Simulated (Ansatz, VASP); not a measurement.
## Fe in two plane-wave programs

One calculation is typed for both programs; each brings its own data sets and cutoff. How far apart do they land? The cell is taken from a series of VASP runs on this material, whose earlier steps may have relaxed, scaled or displaced it; both programs get it as it stands.

Calculated with Ansatz 0.2.0; plane waves, with VASP 6.6.1 beside it; relaxation of cell and atoms at LDA and relaxation of cell and atoms at r2SCAN with rVV10.

## Step 1: Starting point

Symmetry: Im-3m, No. 229, cubic system. The conventional cell has a = 2.755 Å, b = 2.755 Å, c = 2.755 Å, α = 90.00°, β = 90.00°, γ = 90.00°. Nearest to Fe lie 8 Fe at 2.39 Å.

Structure file:

```cif
data_structure
_symmetry_space_group_name_H-M 'Im-3m'
_symmetry_Int_Tables_number 229
_cell_length_a 2.7552
_cell_length_b 2.7552
_cell_length_c 2.7552
_cell_angle_alpha 90.000
_cell_angle_beta 90.000
_cell_angle_gamma 90.000
_cell_volume 20.91
loop_
_atom_site_label
_atom_site_type_symbol
_atom_site_symmetry_multiplicity
_atom_site_Wyckoff_symbol
_atom_site_fract_x
_atom_site_fract_y
_atom_site_fract_z
_atom_site_occupancy
Fe1 Fe 2 a 0.00000 0.00000 0.00000 1
```

## Step 2: VASP: relaxation of cell and atoms, LDA

The relaxed volume is the usual yardstick between codes: its relative difference is about their pressure difference at one cell divided by the bulk modulus.

Lines of VASP's logs that name or quote its potential files are left out, and so is its time.

Contents of INCAR:

```
SYSTEM = Fe
PREC = Accurate
ENCUT = 450
EDIFF = 1E-06
NELM = 100
ISMEAR = 1
SIGMA = 0.1
LREAL = .FALSE.
ALGO = Normal
GGA = CA
NBANDS = 10
ISPIN = 2
MAGMOM = 3
LMAXMIX = 4
LORBIT = 11
LWAVE = .FALSE.
LCHARG = .FALSE.
KPAR = 2
IBRION = 2
NSW = 50
ISIF = 3
EDIFFG = -0.01
```

Contents of POSCAR:

```
Fe
1.0
   -1.3775915380      1.3775915380      1.3775915380
    1.3775915380     -1.3775915380      1.3775915380
    1.3775915380      1.3775915380     -1.3775915380
Fe
1
Direct
    0.0000000000      0.0000000000      0.0000000000
```

Contents of KPOINTS:

```
Automatic mesh
0
Gamma
14 14 14
0 0 0
```

Potentials, in the order of the species: Fe (LDA family, release 64).

On the command line:

```sh
> mpirun -np 2 vasp_std
```

Numbers of over 12 decimals in the logs are rounded to 6 here.

Log:

```text
[banner, memory and clock lines left out]
running    2 mpi-ranks, on    1 nodes
 distrk:  each k-point on    1 cores,    2 groups
 distr:  one band on    1 cores,    1 groups

 POSCAR found type information on POSCAR Fe
 POSCAR found :  1 types and       1 ions
 LDA part: xc-table for (Slater(with rela. corr.)+CA(PZ))
 , standard interpolation
 POSCAR, INCAR and KPOINTS ok, starting setup
 FFT: planning ... GRIDC
 FFT: planning ... GRID_SOFT
 FFT: planning ... GRID
 WAVECAR not read
 entering main loop
       N       E                     dE             d eps       ncg     rms          rms(c)
DAV:   1     0.137372474337E+02    0.13737E+02   -0.37019E+03  4472   0.922E+02
DAV:   2    -0.984295984148E+01   -0.23580E+02   -0.21953E+02  4212   0.126E+02
DAV:   3    -0.102425826721E+02   -0.39962E+00   -0.39697E+00  4610   0.210E+01
DAV:   4    -0.102444242098E+02   -0.18415E-02   -0.18413E-02  4530   0.128E+00
DAV:   5    -0.102444393062E+02   -0.15096E-04   -0.15097E-04  4556   0.113E-01    0.130E+01
DAV:   6    -0.929429180515E+01    0.95015E+00   -0.10164E+01  4486   0.520E+01    0.432E+00
DAV:   7    -0.923537079951E+01    0.58921E-01   -0.45553E-01  4566   0.111E+01    0.290E+00
DAV:   8    -0.922550311488E+01    0.98677E-02   -0.63823E-03  5382   0.649E-01    0.145E+00
DAV:   9    -0.921805853212E+01    0.74446E-02   -0.10265E-02  5428   0.988E-01    0.492E-01
DAV:  10    -0.921840858092E+01   -0.35005E-03   -0.37732E-04  4702   0.319E-01    0.278E-01
DAV:  11    -0.921870411881E+01   -0.29554E-03   -0.76073E-04  5400   0.354E-01    0.521E-02
DAV:  12    -0.921869134779E+01    0.12771E-04   -0.15798E-05  4016   0.511E-02    0.660E-02
DAV:  13    -0.921869658180E+01   -0.52340E-05   -0.36911E-06  2506   0.249E-02    0.264E-02
DAV:  14    -0.921870059383E+01   -0.40120E-05   -0.48688E-06  2704   0.278E-02    0.150E-03
DAV:  15    -0.921870058416E+01    0.96708E-08   -0.13143E-07  2118   0.432E-03
   1 F= -.92187006E+01 E0= -.92188348E+01  d E =-.921870E+01  mag=     2.0924
 curvature:   0.00 expect dE= 0.000E+00 dE for cont linesearch  0.000E+00
 trial: gam= 0.00000 g(F)=  0.774E-62 g(S)=  0.225E-05 ort = 0.000E+00 (trialstep = 0.100E+01)
 search vector abs. value=  0.225E-05
 reached required accuracy - stopping structural energy minimisation
```

OUTCAR, selected parts (step 2):

```text
ion  position               nearest neighbor table
   1  0.000  0.000  0.000-

  LATTYP: Found a body centered cubic cell.
 ALAT       =     2.7551830760

 Subroutine GETGRP returns: Found 48 space group operations
 (whereof 48 operations were pure point group operations)

The static configuration has the point symmetry O_h .

 Found    104 irreducible k-points:

   k-points           NKPTS =    104   k-points in BZ     NKDIM =    104   number of bands    NBANDS=     10

   dimension x,y,z NGX =    18 NGY =   18 NGZ =   18
   dimension x,y,z NGXF=    36 NGYF=   36 NGZF=   36

   ENCUT  =  450.0 eV  33.07 Ry    5.75 a.u.   4.13  4.13  4.13*2*pi/ulx,y,z

   NELECT =       8.0000    total number of electrons

 k-points in reciprocal lattice and weights: Automatic mesh
   0.00000000  0.00000000  0.00000000       0.000
   0.07142857  0.00000000  0.00000000       0.004
   0.14285714  0.00000000  0.00000000       0.004
   0.21428571  0.00000000  0.00000000       0.004
   0.28571429  0.00000000  0.00000000       0.004
   0.35714286  0.00000000  0.00000000       0.004
   0.42857143  0.00000000  0.00000000       0.004
   0.50000000  0.00000000  0.00000000       0.002
   0.07142857  0.07142857  0.00000000       0.009
[...]
0.50000000  0.50000000  0.42857143       0.004
   0.50000000  0.50000000  0.50000000       0.000

 average (electrostatic) potential at core
       1 -43.0894

 E-fermi :   6.6421

 spin component 1
 k-point     1 :       0.0000    0.0000    0.0000
  band No.  band energies     occupation
    ...
      2       4.1313      1.00000
      3       4.1313      1.00000
      4       4.1313      1.00000
      5       5.6851      1.00000
      6       5.6851      1.00000
      7      32.2542      0.00000
      8      32.2542      0.00000
      9      32.2542      0.00000
     10      37.9670      0.00000

 k-point     2 :       0.0714    0.0000    0.0000
  band No.  band energies     occupation
    ...
      2       4.0642      1.00000
      3       4.1248      1.00000
      4       4.2613      1.00000
      5       5.6175      1.00000
      6       5.6906      1.00000
      7      30.9906      0.00000
      8      31.9689      0.00000
      9      32.1584      0.00000
     10      37.2913      0.00000

 k-point     3 :       0.1429    0.0000    0.0000
  band No.  band energies     occupation
    ...
      2       3.8793      1.00000
      3       4.0783      1.00000
      4       4.6350      1.00000
      5       5.4856      1.00000
      6       5.7090      1.00000
      7      28.2392      0.00000
      8      30.9284      0.00000
      9      31.9346      0.00000
     10      35.7294      0.00000

 k-point     4 :       0.2143    0.0000    0.0000
  band No.  band energies     occupation
    ...
      2       3.6197      1.00000
      3       3.9852      1.00000
      4       5.2041      1.00000
      5       5.4342      1.00000
      6       5.7439      1.00000
      7      24.9595      0.00000
      8      29.3723      0.00000
      9      31.6892      0.00000
     10      33.3239      0.00000

 k-point     5 :       0.2857    0.0000    0.0000
  band No.  band energies     occupation
    ...
      2       3.3416      1.00000
      3       4.0830      1.00000
      4       5.5100      1.00000
      5       5.7946      1.00000
      6       5.8833      1.00000
      7      21.5921      0.00000
      8      27.8319      0.00000
      9      31.1974      0.00000
     10      31.4838      0.00000

 k-point     6 :       0.3571    0.0000    0.0000
  band No.  band energies     occupation
    ...
      2       3.0991      1.00000
      3       4.8328      1.00000
      4       5.6633      1.00000
      5       5.8514      1.00000
      6       6.5483      1.01747
      7      18.4309      0.00000
      8      26.5959      0.00000
      9      29.4892      0.00000
     10      31.3378      0.00000

  Total       -0.0039387     -0.0039387     -0.0039387      0.0000000      0.0000000      0.0000000
  in kB       -0.6034581     -0.6034581     -0.6034581      0.0000000      0.0000000      0.0000000
  external PRESSURE =      -0.6034581 kB  Pullay stress =       0.0000000 kB

  energy-cutoff  :      450.00
  volume of cell :       10.46
      direct lattice vectors                 reciprocal lattice vectors
    -1.377591538  1.377591538  1.377591538     0.000000000  0.362952288  0.362952288
     1.377591538 -1.377591538  1.377591538     0.362952288  0.000000000  0.362952288
     1.377591538  1.377591538 -1.377591538     0.362952288  0.362952288  0.000000000

 POSITION                                       TOTAL-FORCE (eV/Angst)
 -----------------------------------------------------------------------------------
      0.00000      0.00000      0.00000         0.000000     -0.000000     -0.000000
 -----------------------------------------------------------------------------------
    total drift:                                0.000000     -0.000000      0.000000

  FREE ENERGIE OF THE ION-ELECTRON SYSTEM (eV)
  ---------------------------------------------------
  free  energy   TOTEN  =        -9.2187005842 eV

  energy  without entropy=       -9.2191031757  energy(sigma->0) =       -9.21883478

 reached required accuracy - stopping structural energy minimisation

 total charge
# of ion       s       p       d       tot
------------------------------------------
    1        0.526   0.610   6.329   7.465

 magnetization (x)
# of ion       s       p       d       tot
------------------------------------------
    1       -0.008  -0.026   2.090   2.056

[... 6 further parts left out ...]
```

## Step 3: Ansatz: relaxation of cell and atoms, LDA

Ansatz runs on its default PAW (the set named soft_2) files.

The same cell, functional (in two slightly different forms), mesh and smearing now go to Ansatz, which takes its cutoff from its data sets.

Contents of input.yaml:

```yaml
crystal:
  lattice:
    - [-1.377591538, 1.377591538, 1.377591538]
    - [1.377591538, -1.377591538, 1.377591538]
    - [1.377591538, 1.377591538, -1.377591538]
  atoms:
    - { symbol: Fe, position: [0.0, 0.0, 0.0], spin: 3.0 }
hamiltonian:
  xc: lda
  pseudopotentials: { kind: paw }
magnetization:
  spin_polarized: true
kpoints:
  mp_grid: { grid: [14, 14, 14] }
scf:
  occupations: { method: methfessel_paxton, width: 0.1 }
relax:
  f_tol: 0.01
  max_steps: 60
  cell: { stress_tol: 0.05 }
output:
  forces: true
  stress: true
```

On the command line:

```sh
> ansatz run input.yaml --threads 4 --pin off --max-ram 9216MiB --backend cpu --events-out ev --progress --plain --runs-dir out
```

Log:

```text
Engine: ansatz 0.2.0, aarch64-unknown-linux-gnu
Pseudopotentials: kind: paw
Pseudopotential: Fe, paw, valence charge 16, recommended cutoff 420 eV (normal), Fe.paw.azcp
Functional definition: SPW92
  exchange = slater_x
  correlation = pw_c
Crystal: 1 atoms, lattice volume = 10.457 Å³
Basis set: ecut = 420 eV, 201 PW (Γ)
Bands: 14, of which v1, the nominal top of the filled ones, is band 8 counted from 1 (7 counted from 0)
Symmetry: 48 space group operations
Space group: Im-3m (ITA 229), of the structure as read, at distance tolerance 2.2e-5 Å
Magnetic group: BNS 229.140 (UNI 1642), of the structure as read, at distance tolerance 2.2e-5 Å
k-points: 104 of 2744
Non-local potential: Fe, projectors of the file, l = 0: 3, l = 1: 2, l = 2: 3, l = 3: 1
PAW form: soft (Blöchl's): semilocal exchange-correlation on the pseudo side does not see the compensation charge
PAW frozen core: Fe, regenerated for the run's functional, and the local potential with it (the file was generated under x = pbe(κ = 0.804, μ = 0.219515), c = pbe(β = 0.066725))
PAW one-centre angular grid: Fe, 590 points (default); XC on 64 Gauss nodes
Initial density: superposition of atomic densities (chi_scale 0.1, normalization cell)
Starting moments: Σ|m| = 3 μB on 1 of 1 site
Initial wavefunctions: pseudopotential atomic-orbital guess
Functional: x = slater, c = lda
SCF iter   1: F=—  HF=-4419.748297 eV  |F-HF|=—  |Δ(HF+E_count)|=         —  Δρ=1.25e-1 (↑1.25e-1 ↓6.85e-2)  dr2=2.08e0  dr2_m=2.27e-1  M=2.328 μB ∫|m|=2.359 μB  β_m=0.30  ethr=3.10e-3  ⟨swp⟩=4.8  Hψ=14110  notcnv=0
Mixer restart at iter 1: flushing history
preconditioner: auto → none  [metal: Δε(μ)=0.003 eV  Ē_g=15.582 eV  σ=0.100 eV  W_gap=0.01  n_scr=0 (ndim 8)  ℏωp=32.5 eV  f_vac=0.000  D(μ)=0.87/eV (n_scr^D=12)]
SCF iter   2: F=—  HF=-4419.014688 eV  |F-HF|=—  |Δ(HF+E_count)|=   7.34e-1  Δρ=2.89e-2 (↑2.28e-2 ↓2.89e-2)  dr2=3.19e-2  dr2_m=4.73e-2  M=2.383 μB ∫|m|=2.435 μB  β_m=0.29  ethr=3.10e-3  ⟨swp⟩=3.7  Hψ=7544  notcnv=0  defer=263
SCF iter   3: F=—  HF=-4419.502929 eV  |F-HF|=—  |Δ(HF+E_count)|=         —  Δρ=5.39e-2 (↑5.39e-2 ↓5.26e-2)  dr2=2.68e-3  dr2_m=2.70e-1  M=2.093 μB ∫|m|=2.123 μB  β_m=0.29  ethr=1.99e-4  ⟨swp⟩=2.6  Hψ=5810  notcnv=0  defer=263
Mixer restart at iter 3: flushing history
SCF iter   4: F=—  HF=-4419.657652 eV  |F-HF|=—  |Δ(HF+E_count)|=   1.55e-1  Δρ=4.03e-2 (↑3.41e-2 ↓4.03e-2)  dr2=4.04e-3  dr2_m=1.32e-1  M=2.089 μB ∫|m|=2.124 μB  β_m=0.62  ethr=1.68e-5  ⟨swp⟩=2.7  Hψ=5044  notcnv=0  defer=263
SCF iter   5: F=—  HF=-4419.947123 eV  |F-HF|=—  |Δ(HF+E_count)|=   2.89e-1  Δρ=1.90e-2 (↑1.90e-2 ↓6.37e-3)  dr2=3.14e-2  dr2_m=5.16e-3  M=2.052 μB ∫|m|=2.097 μB  β_m=0.50  ethr=1.68e-5  ⟨swp⟩=3.1  Hψ=6637  notcnv=0  defer=263
SCF iter   6: F=—  HF=-4419.936050 eV  |F-HF|=—  |Δ(HF+E_count)|=   1.11e-2  Δρ=7.39e-3 (↑7.39e-3 ↓2.22e-3)  dr2=6.68e-3  dr2_m=8.86e-4  M=2.093 μB ∫|m|=2.136 μB  β_m=0.58  ethr=1.68e-5  ⟨swp⟩=2.0  Hψ=6903  notcnv=0  defer=263
SCF iter   7: F=—  HF=-4419.938899 eV  |F-HF|=—  |Δ(HF+E_count)|=   2.85e-3  Δρ=2.60e-3 (↑2.60e-3 ↓1.81e-3)  dr2=1.51e-3  dr2_m=1.66e-5  M=2.092 μB ∫|m|=2.135 μB  β_m=0.79  ethr=1.68e-5  ⟨swp⟩=1.5  Hψ=3343  notcnv=0  defer=261
SCF iter   8: F=—  HF=-4419.940012 eV  |F-HF|=—  |Δ(HF+E_count)|=   1.11e-3  Δρ=1.67e-4 (↑1.67e-4 ↓4.73e-5)  dr2=1.56e-6  dr2_m=6.07e-7  M=2.089 μB ∫|m|=2.132 μB  β_m=0.85  ethr=9.44e-6  ⟨swp⟩=2.2  Hψ=3664  notcnv=0  defer=259
SCF iter   9: F=—  HF=-4419.940015 eV  |F-HF|=—  |Δ(HF+E_count)|=   2.70e-6  Δρ=3.99e-5 (↑3.99e-5 ↓3.38e-5)  dr2=4.45e-7  dr2_m=5.84e-9  M=2.090 μB ∫|m|=2.132 μB  β_m=0.93  ethr=9.77e-9  ⟨swp⟩=2.2  Hψ=4626  notcnv=0  defer=259
SCF iter  10: F=—  HF=-4419.937491 eV  |F-HF|=—  |Δ(HF+E_count)|=         —  Δρ=1.30e-3 (↑1.30e-3 ↓7.39e-4)  dr2=2.98e-5  dr2_m=9.66e-5  M=2.100 μB ∫|m|=2.140 μB  β_m=0.93  ethr=2.78e-9  ⟨swp⟩=2.0  Hψ=3513  notcnv=0  defer=259
Mixer restart at iter 10: flushing history
iteration 10: the input's own smearing fills from here on; a Gaussian of 0.1 eV has filled iterations ahead of it
SCF iter  11: F=—  HF=-4419.937545 eV  |F-HF|=—  |Δ(HF+E_count)|=   5.41e-5  S|Δr|=    0.00e0  Δρ=8.36e-4 (↑8.36e-4 ↓7.94e-4)  dr2=1.70e-4  dr2_m=1.01e-7  M=2.099 μB ∫|m|=2.140 μB  β_m=0.78  ethr=2.78e-9  ⟨swp⟩=3.0  Hψ=6021  notcnv=0  defer=259
SCF iter  12: F=—  HF=-4419.937534 eV  |F-HF|=—  |Δ(HF+E_count)|=   1.15e-5  S|Δr|=    0.00e0  Δρ=1.08e-3 (↑1.08e-3 ↓3.28e-4)  dr2=1.19e-4  dr2_m=1.71e-5  M=2.103 μB ∫|m|=2.143 μB  β_m=0.62  ethr=2.78e-9  ⟨swp⟩=3.0  Hψ=6052  notcnv=0  defer=259
SCF iter  13: F=—  HF=-4419.937509 eV  |F-HF|=—  |Δ(HF+E_count)|=   2.53e-5  S|Δr|=    0.00e0  Δρ=3.72e-4 (↑3.72e-4 ↓1.01e-4)  dr2=1.33e-5  dr2_m=2.16e-6  M=2.102 μB ∫|m|=2.142 μB  β_m=0.80  ethr=2.78e-9  ⟨swp⟩=3.1  Hψ=5075  notcnv=0  defer=258
SCF iter  14: F=—  HF=-4419.937506 eV  |F-HF|=—  |Δ(HF+E_count)|=   3.02e-6  S|Δr|=    0.00e0  Δρ=6.47e-5 (↑6.47e-5 ↓1.73e-5)  dr2=4.06e-7  dr2_m=6.27e-8  M=2.102 μB ∫|m|=2.142 μB  β_m=0.90  ethr=2.78e-9  ⟨swp⟩=2.0  Hψ=4361  notcnv=0  defer=258
SCF iter  15: F=-4419.937506 eV  HF=-4419.937506 eV  |F-HF|=2.69e-9  |Δ(HF+E_count)|=   9.61e-8  S|Δr|=    0.00e0  Δρ=5.20e-6 (↑5.20e-6 ↓1.48e-6)  dr2=2.75e-9  dr2_m=3.50e-10  M=2.102 μB ∫|m|=2.142 μB  ethr=6.25e-10  ⟨swp⟩=3.0  Hψ=9656  notcnv=0
SCF 1 converged in 15 iterations: F = -4419.937506 eV  dr2 = 2.75e-9
  greatest PAW one-centre occupation: 1.003 electrons in one spin orbital (limit 2), on the Fe atom at site 0 (counted from 0), in its partial waves of l = 1
relax step   1: F+E_penalty+E_count = -4419.93750555 eV  Δ(F+E_penalty+E_count) = +0.000e0 eV  max|allowed force component| = 0.000e0 eV/Å  Δτ_max = 0.0000 Å  P = +0.609 GPa  Ω = 10.457 Å³  (15 SCF iters, dr2 threshold 1.00e-7 eV, accepted)
[...]
relax step   2: F+E_penalty+E_count = -4419.93752596 eV  Δ(F+E_penalty+E_count) = -2.042e-5 eV  max|allowed force component| = 0.000e0 eV/Å  Δτ_max = 0.0000 Å  P = +0.256 GPa  Ω = 10.471 Å³  energy of the carried Pulay correction = -1.692e-5 eV  (4 SCF iters, dr2 threshold 1.00e-7 eV, accepted)
[...]
relax step   3: F+E_penalty+E_count = -4419.93752190 eV  Δ(F+E_penalty+E_count) = +4.060e-6 eV  max|allowed force component| = 0.000e0 eV/Å  Δτ_max = 0.0000 Å  P = +0.003 GPa  Ω = 10.481 Å³  energy of the carried Pulay correction = -2.920e-5 eV  (4 SCF iters, dr2 threshold 1.00e-7 eV, accepted)
[...]
relax step   4: F+E_penalty+E_count = -4419.93753271 eV  Δ(F+E_penalty+E_count) = -1.081e-5 eV  max|allowed force component| = 0.000e0 eV/Å  Δτ_max = 0.0000 Å  P = +0.012 GPa  Ω = 10.481 Å³  stress off target by 1.21e-2 GPa  SCF on the basis re-selected at this cell (its energy is not comparable with the rows above)  (5 SCF iters)
basis re-selected at this cell: Δ(F+E_penalty+E_count) = -1.081e-5 eV, ΔP = +0.009 GPa vs the last step (what re-selecting the basis moved, of the pressure what is left beyond the Pulay correction that the steps carried, after the strain that the cell walked since its last selection, with what the two solves' SCF thresholds leave and, on support functions, any second-order correction that the steps lacked; it is no measure of the basis error at this ecutwfc). This SCF's stress stands 1.21e-2 GPa from its target on what of the cell is left free (relax.cell.stress_tol is 5.00e-2 GPa) and its largest allowed force component is 0.00e0 eV/Å (relax.f_tol is 1.00e-2 eV/Å): [rest of the remark cut]
SCF converged after 5 iterations
Stability not checked: this state was not tested for a lower state beside it, because cold or Methfessel-Paxton smearing, or corrected tetrahedra, fill the levels in a way that the test cannot read (fill_not_monotonic; see scf.lower_state_search)
Magnetization: 2.1040 μB (9.0520 up, 6.9480 down)
Absolute magnetization: 2.1446 μB (∫|ρ↑−ρ↓|, with the PAW one-centre terms)
Spin contamination: 0.0185 ħ² per cell (⟨S²⟩ above its minimum at these occupations)
Per-site moments (μB) at R_I (Å): [(2.097272, 0.984997)]
Free energy (F): -4419.937533 eV
Harris-Foulkes:  -4419.937533 eV  (|F-HF|=9.09e-13)
Internal energy: -4419.937579 eV  (E = F + TS)
E sigma→0 (E₀):  -4419.937544 eV
Entropy (-TS):   0.000046 eV (0.046 meV/atom)
Fermi energy:    20.110923 eV
--- Per-component energies (eV) ---
  E_band       = -186.077800
  E_kinetic    = 353.716814
  E_local      = -1968.677034  (includes V_loc(G=0)·N_el)
  E_nonlocal   = 221.725329
  E_hartree    = 829.112319
  E_xc         = -118.150462
  E_vxc        = -152.931025  (∫ρ·V_xc dr)
  E_paw        = -1305.352050  (= ΣΔE_a)
  E_vpaw       = -298.137469  (= ΣTr[D̂ρ^β])
  E_aug_tail   = 0.000990  (compensation charges beyond the density's cutoff)
  E_ewald      = -2432.715021
  E_core_change = 0.401536  (= ΣΔE_core)
  E_smearing   = 0.000046  (= −TS)
  E_closure    = -0.000000  (closes the sum)
  Σ components = -4419.937533   (vs F -4419.937533, Δ=0.00e0)
--- Forces (eV/Å), atoms counted from 1 ---
  atom   1  Fe    -0.00000000     0.00000000     0.00000000
  max |Σ_I F_I| component: 2.79e-31 eV/Å
--- Stress (GPa, compression-positive) ---
        0.012060      -0.000000      -0.000000
       -0.000000       0.012060       0.000000
        0.000000      -0.000000       0.012060
  P = ⅓ Tr σ = 0.0121 GPa (0.121 kbar)
--- Relaxed structure (3 steps of the walk, 3 accepted, 1 SCFs on fresh bases) ---
  F+E_penalty+E_count = -4419.93753271 eV   max|allowed force component| = 0.000e0 eV/Å   (the final SCF, on the basis selected at the relaxed cell)
  cell:  # Å, volume = 10.4812 Å³
    - [-1.378639, 1.378639, 1.378639]
    - [1.378639, -1.378639, 1.378639]
    - [1.378639, 1.378639, -1.378639]
  atoms:
    - { symbol: Fe, position: [0.0, 0.0, 0.0] }
```

Run time: 2.8 s. Hardware: 4 threads of Arm Neoverse V2, shared host; peak memory 0.29 GiB; 7.8 s of CPU time.

## Step 4: Side by side

Known differences besides the potentials themselves: the two LDA forms differ slightly; both relaxations stop at a tolerance, which leaves soft axes loose, and VASP keeps its plane-wave basis; the data sets hold 16 valence electrons in Ansatz (default PAW (the set named soft_2) files) and 8 in VASP; the cutoff is 420 eV in Ansatz and 450 eV in VASP; VASP's log shows a relativistic correction to its local exchange, Ansatz's none; Ansatz adds a Pulay correction to the stress that steers its cell, VASP none; site moments are counted in spheres of each program's own size. Total energies have different zeros and are not compared.

The two programs side by side:

```csv
quantity,Ansatz,VASP,difference
volume (Å³),10.48,10.46,+0.23 %
"edge a after relaxation, in the typed setting (Å)",2.388,2.386,+0.08 %
total moment (μB),2.10,2.09,+0.01
moment on Fe1 (μB),2.10,2.06,+0.04
```

The walks stopped with 0.01 GPa left in Ansatz and -0.06 GPa in VASP; each walk ends within a tolerance, so the volume difference is uncertain by about these residues over the bulk modulus, most in soft cells.

(Continued in part 2 of 2.)

[Lines on the potential files, build, host, timing and source positions are cut from VASP's logs without a mark.]

[Logs are printed without paths, hosts, clocks, repeated set-up lines and the standing remarks that a program may print on its own settings, such as how far it seeks lower states.]

[Hosts, paths, dates, database ids (printed as entryN), source tags and the programs' standing remarks are cut or masked in the printed files.]
